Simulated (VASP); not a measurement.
Level of theory: RPBE GGA, VASP's PBE PAW potentials (set 64) (plane waves; VASP 6.6.1).

VASP input:

**INCAR**
```
SYSTEM = PdIn
PREC = Accurate
ENCUT = 520
EDIFF = 1E-7
NELM = 100
ALGO = Normal
LREAL = .FALSE.
LASPH = .TRUE.
ISMEAR = 1
SIGMA = 0.1
GGA = RP
LMAXMIX = 4
LWAVE = .FALSE.
LCHARG = .FALSE.
ISIF = 2
```

### KPOINTS
```
Automatic mesh
0
Gamma
11 11 11
0 0 0
```

File POSCAR:
```
PdIn
1
    3.2756136756     0.0000000000     0.0000000000
    0.0000000000     3.2756136756     0.0000000000
    0.0000000000     0.0000000000     3.2756136756
In Pd
1 1
Direct
  0.5000000000   0.5000000000   0.5000000000
  0.0000000000   0.0000000000   0.0000000000
```

POTCAR, in this order: In_d Pd (PBE.64 set). Program: vasp_std.

What VASP printed:

### OSZICAR
```
       N       E                     dE             d eps       ncg     rms          rms(c)
DAV:   1     0.163685847160E+03    0.16369E+03   -0.11539E+04  1709   0.200E+03
DAV:   2    -0.257552497466E+00   -0.16394E+03   -0.15994E+03  1778   0.414E+02
DAV:   3    -0.773911398176E+01   -0.74816E+01   -0.74428E+01  2080   0.939E+01
DAV:   4    -0.787724713048E+01   -0.13813E+00   -0.13699E+00  2107   0.119E+01
DAV:   5    -0.788287302266E+01   -0.56259E-02   -0.56256E-02  2429   0.211E+00    0.620E+00
DAV:   6    -0.775101181840E+01    0.13186E+00   -0.26765E-01  2170   0.892E+00    0.312E+00
DAV:   7    -0.772121935203E+01    0.29792E-01   -0.64599E-02  2180   0.509E+00    0.111E+00
DAV:   8    -0.771794661766E+01    0.32727E-02   -0.13394E-02  1883   0.124E+00    0.328E-01
DAV:   9    -0.771757209872E+01    0.37452E-03   -0.17404E-03  2191   0.689E-01    0.567E-02
DAV:  10    -0.771758970973E+01   -0.17611E-04   -0.36242E-05  2205   0.833E-02    0.311E-02
DAV:  11    -0.771759558809E+01   -0.58784E-05   -0.98041E-06  1981   0.345E-02    0.306E-03
DAV:  12    -0.771759596267E+01   -0.37458E-06   -0.47321E-07  2412   0.753E-03    0.455E-03
DAV:  13    -0.771759584929E+01    0.11338E-06   -0.27332E-08  1141   0.240E-03    0.130E-03
DAV:  14    -0.771759577338E+01    0.75911E-07   -0.90166E-09  1036   0.168E-03
   1 F= -.77175958E+01 E0= -.77171815E+01  d E =-.124294E-02
```

### OUTCAR
```
------------------------ aborting loop because EDIFF is reached ----------------------------------------
  FORCE on cell =-STRESS in cart. coord.  units (eV):
  Direction    XX          YY          ZZ          XY          YZ          ZX
  --------------------------------------------------------------------------------------
  Total        1.4580448      1.4580448      1.4580448     -0.0000000     -0.0000000      0.0000000
  in kB       66.4665930     66.4665930     66.4665930     -0.0000000     -0.0000000      0.0000000
  external PRESSURE =      66.4665930 kB  Pullay stress =       0.0000000 kB
  volume of cell :       35.15
      direct lattice vectors                 reciprocal lattice vectors
     3.275613676  0.000000000  0.000000000     0.305286306  0.000000000  0.000000000
     0.000000000  3.275613676  0.000000000     0.000000000  0.305286306  0.000000000
     0.000000000  0.000000000  3.275613676     0.000000000  0.000000000  0.305286306
 POSITION                                       TOTAL-FORCE (eV/Angst)
 -----------------------------------------------------------------------------------
      1.63781      1.63781      1.63781         0.000000      0.000000      0.000000
      0.00000      0.00000      0.00000         0.000000      0.000000      0.000000
 -----------------------------------------------------------------------------------
    total drift:                                0.000000      0.000000     -0.000000
  FREE ENERGIE OF THE ION-ELECTRON SYSTEM (eV)
  ---------------------------------------------------
  free  energy   TOTEN  =        -7.7175957734 eV

  energy  without entropy=       -7.7163528383  energy(sigma->0) =       -7.71718146
```
(Selected blocks of OUTCAR.)

The compound is PdIn in the CsCl type structure. This cell is one point of a volume scan, at 0.94 of the reference volume. The electron count is odd and the run is not spin-polarised, which forces a metal.
